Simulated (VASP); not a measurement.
Method: LDA (Ceperley-Alder, Perdew-Zunger), VASP's LDA PAW potentials (set 64) (plane waves; VASP).

A VASP calculation is set up with these files.

KPOINTS:
```
kpoints
0
G
9 9 3
```

INCAR:
```
ALGO=Normal
EDIFF=1E-6
EDIFFG=-0.02
ENCUT=520
IBRION=2
ISIF=3
ISMEAR=1
LASPH=.True.
LCHARG=.False.
LMAXMIX=6
LREAL=.False.
LWAVE=.False.
NELM=100
NSW=60
PREC=Accurate
SIGMA=0.1
SYSTEM=La
```

File POSCAR:
```
La
1
    1.7870618456    -3.0952821052    -0.0000000000
    1.7870618456     3.0952821052    -0.0000000000
    0.0000000000    -0.0000000000    11.6898059953
La
4
Direct
  0.0000000000   0.0000000000   0.5000000000
  0.0000000000   0.0000000000   0.0000000000
  0.3333330000   0.6666670000   0.2500000000
  0.6666670000   0.3333330000   0.7500000000
```

POTCAR, in this order: La (LDA.64 set). Program: vasp_std.

What VASP printed:

### OSZICAR
```
       N       E                     dE             d eps       ncg     rms          rms(c)
DAV:   1     0.555504989036E+03    0.55550E+03   -0.14956E+04  1256   0.240E+03
DAV:   2     0.111011006499E+03   -0.44449E+03   -0.43863E+03  1864   0.461E+02
DAV:   3    -0.501929120567E+01   -0.11603E+03   -0.11489E+03  2270   0.283E+02
DAV:   4    -0.198837173933E+02   -0.14864E+02   -0.14646E+02  2304   0.102E+02
DAV:   5    -0.221205617276E+02   -0.22368E+01   -0.21765E+01  2440   0.338E+01    0.582E+00
DAV:   6    -0.223253856944E+02   -0.20482E+00   -0.32961E+00  2400   0.136E+01    0.291E+00
DAV:   7    -0.223185559477E+02    0.68297E-02   -0.54885E-01  2472   0.521E+00    0.706E-01
DAV:   8    -0.223223782623E+02   -0.38223E-02   -0.11276E-01  2376   0.228E+00    0.285E-01
DAV:   9    -0.223237255719E+02   -0.13473E-02   -0.22696E-02  2384   0.878E-01    0.196E-01
DAV:  10    -0.223240289601E+02   -0.30339E-03   -0.42958E-03  2312   0.416E-01    0.582E-02
DAV:  11    -0.223240698474E+02   -0.40887E-04   -0.66038E-04  2352   0.145E-01    0.967E-03
DAV:  12    -0.223240811147E+02   -0.11267E-04   -0.11366E-04  2056   0.531E-02    0.887E-03
DAV:  13    -0.223240828258E+02   -0.17111E-05   -0.22095E-05  1424   0.262E-02    0.355E-03
DAV:  14    -0.223240832993E+02   -0.47345E-06   -0.43995E-06  1296   0.231E-02
   1 F= -.22324083E+02 E0= -.22322866E+02  d E =-.223241E+02
       N       E                     dE             d eps       ncg     rms          rms(c)
DAV:   1    -0.223649604156E+02   -0.40878E-01   -0.20330E+00  2080   0.241E+01    0.892E-01
DAV:   2    -0.223367207675E+02    0.28240E-01   -0.10254E-01  2118   0.360E+00    0.425E-01
DAV:   3    -0.223288466910E+02    0.78741E-02   -0.48715E-02  2248   0.209E+00    0.115E-01
DAV:   4    -0.223288691153E+02   -0.22424E-04   -0.37600E-03  2280   0.591E-01    0.568E-02
DAV:   5    -0.223289359825E+02   -0.66867E-04   -0.37227E-04  2416   0.149E-01    0.415E-02
DAV:   6    -0.223289343964E+02    0.15861E-05   -0.12964E-04  2302   0.995E-02    0.161E-02
DAV:   7    -0.223289336268E+02    0.76956E-06   -0.34706E-05  2096   0.550E-02    0.360E-03
DAV:   8    -0.223289334876E+02    0.13919E-06   -0.19872E-06  1264   0.175E-02
   2 F= -.22328933E+02 E0= -.22327868E+02  d E =-.485019E-02
       N       E                     dE             d eps       ncg     rms          rms(c)
DAV:   1    -0.223396446325E+02   -0.10711E-01   -0.56993E-01  2084   0.127E+01    0.474E-01
DAV:   2    -0.223317156883E+02    0.79289E-02   -0.29204E-02  2124   0.193E+00    0.225E-01
DAV:   3    -0.223295106093E+02    0.22051E-02   -0.13470E-02  2256   0.110E+00    0.610E-02
DAV:   4    -0.223295192297E+02   -0.86204E-05   -0.10364E-03  2232   0.309E-01    0.301E-02
DAV:   5    -0.223295383913E+02   -0.19162E-04   -0.11089E-04  2432   0.826E-02    0.223E-02
DAV:   6    -0.223295377438E+02    0.64751E-06   -0.35835E-05  1928   0.537E-02    0.833E-03
DAV:   7    -0.223295375692E+02    0.17463E-06   -0.10852E-05  1552   0.329E-02    0.185E-03
DAV:   8    -0.223295375459E+02    0.23305E-07   -0.73935E-07   896   0.220E-02
   3 F= -.22329538E+02 E0= -.22328624E+02  d E =-.545425E-02
       N       E                     dE             d eps       ncg     rms          rms(c)
DAV:   1    -0.223295986709E+02   -0.61102E-04   -0.32463E-03  2124   0.949E-01    0.360E-02
DAV:   2    -0.223295529883E+02    0.45683E-04   -0.16747E-04  2210   0.147E-01    0.170E-02
DAV:   3    -0.223295403881E+02    0.12600E-04   -0.76613E-05  2272   0.827E-02    0.459E-03
DAV:   4    -0.223295403076E+02    0.80525E-07   -0.46978E-06  1296   0.229E-02
   4 F= -.22329540E+02 E0= -.22328614E+02  d E =-.545701E-02
       N       E                     dE             d eps       ncg     rms          rms(c)
DAV:   1    -0.223336134111E+02   -0.40730E-02   -0.15224E-01  2066   0.550E+00    0.298E-01
DAV:   2    -0.223305107885E+02    0.31026E-02   -0.11682E-02  2008   0.124E+00    0.126E-01
DAV:   3    -0.223298347932E+02    0.67600E-03   -0.42360E-03  2166   0.572E-01    0.305E-02
DAV:   4    -0.223298388009E+02   -0.40077E-05   -0.33771E-04  2238   0.178E-01    0.156E-02
DAV:   5    -0.223298431883E+02   -0.43873E-05   -0.36673E-05  2088   0.453E-02    0.121E-02
DAV:   6    -0.223298465595E+02   -0.33712E-05   -0.17163E-05  1986   0.319E-02    0.469E-03
DAV:   7    -0.223298462460E+02    0.31350E-06   -0.33657E-06  1280   0.256E-02
   5 F= -.22329846E+02 E0= -.22328939E+02  d E =-.305938E-03
```

OUTCAR:
```
------------------------ aborting loop because EDIFF is reached ----------------------------------------
  FORCE on cell =-STRESS in cart. coord.  units (eV):
  Direction    XX          YY          ZZ          XY          YZ          ZX
  --------------------------------------------------------------------------------------
  Total        0.0301290      0.0301290     -0.0108275      0.0000000      0.0000000      0.0000000
  in kB        0.3765085      0.3765085     -0.1353062      0.0000000      0.0000000      0.0000000
  external PRESSURE =       0.2059036 kB  Pullay stress =       0.0000000 kB
  volume of cell :      128.21
      direct lattice vectors                 reciprocal lattice vectors
     1.792040645 -3.103905641 -0.000000000     0.279011529 -0.161087371  0.000000000
     1.792040645  3.103905641  0.000000000     0.279011529  0.161087371  0.000000000
    -0.000000000  0.000000000 11.524811841     0.000000000 -0.000000000  0.086769312
 POSITION                                       TOTAL-FORCE (eV/Angst)
 -----------------------------------------------------------------------------------
     -0.00000     -0.00000      5.76241        -0.000000      0.000000      0.000000
      0.00000     -0.00000      0.00000         0.000000      0.000000      0.000000
      1.79204      1.03464      2.88120        -0.000000     -0.000000      0.000000
      1.79204     -1.03464      8.64361         0.000000      0.000000     -0.000000
 -----------------------------------------------------------------------------------
    total drift:                                0.000000      0.000000      0.000000
  FREE ENERGIE OF THE ION-ELECTRON SYSTEM (eV)
  ---------------------------------------------------
  free  energy   TOTEN  =       -22.3298462460 eV

  energy  without entropy=      -22.3271232799  energy(sigma->0) =      -22.32893859

 reached required accuracy - stopping structural energy minimisation
```
(Selected blocks of OUTCAR.)

**CONTCAR**
```
La
   1.00000000000000
     1.7920406451372344   -3.1039056405689447   -0.0000000000000000
     1.7920406451372344    3.1039056405689447    0.0000000000000000
    -0.0000000000000000    0.0000000000000000   11.5248118409624229
  La
     4
Direct
     0.0000000000000000    0.0000000000000000    0.5000000000000000
     0.0000000000000000    0.0000000000000000    0.0000000000000000
     0.3333330000000032    0.6666669999999968    0.2500000000000000
     0.6666669999999968    0.3333330000000032    0.7500000000000000
```

OUTCAR:
```
 val. band max:        9.2365246596   @ k =   0.2222   0.2222   0.3333

 cond. band min:       9.2480834041   @ k =   0.2222   0.0000   0.3333


 Fermi energy:         9.2403736364

 k-point     1 :       0.0000    0.0000    0.0000
  band No.  band energies     occupation
      1     -23.4558      2.00000
      2     -23.2777      2.00000
      3     -23.2739      2.00000
      4     -23.0852      2.00000
      5      -8.2090      2.00000
      6      -7.2123      2.00000
      7      -7.2100      2.00000
      8      -6.3687      2.00000
      9      -6.3687      2.00000
     10      -6.2269      2.00000
     11      -6.2269      2.00000
     12      -6.2261      2.00000
     13      -6.2261      2.00000
     14      -6.0787      2.00000
     15      -6.0787      2.00000
     16      -6.0345      2.00000
     17       6.1380      2.00000
     18       7.2322      2.00000
     19       7.4748      2.00000
     20       7.4918      2.00000
     21       9.7982     -0.00000
     22       9.9718     -0.00000
     23      10.4101     -0.00000
     24      10.4224     -0.00000
     25      10.4486     -0.00000
     26      10.4493     -0.00000

 k-point     2 :       0.1111    0.0000    0.0000
  band No.  band energies     occupation
      1     -23.4218      2.00000
      2     -23.2523      2.00000
      3     -23.2485      2.00000
      4     -23.0694      2.00000
      5      -8.1340      2.00000
      6      -7.2405      2.00000
      7      -7.2395      2.00000
      8      -6.5713      2.00000
      9      -6.4337      2.00000
     10      -6.3811      2.00000
     11      -6.3669      2.00000
     12      -6.2787      2.00000
     13      -6.2721      2.00000
     14      -6.2716      2.00000
     15      -6.1028      2.00000
     16      -6.0679      2.00000
     17       6.5316      2.00000
     18       7.5862      2.00000
     19       7.8416      2.00000
     20       7.8639      2.00000
     21       9.2732      0.47615
     22       9.6059     -0.00000
...
```

The compound is La in the dhcp structure. This run relaxes it. Symmetry was kept, so distortions that lower it aren't found. The start is the result of an earlier pass.
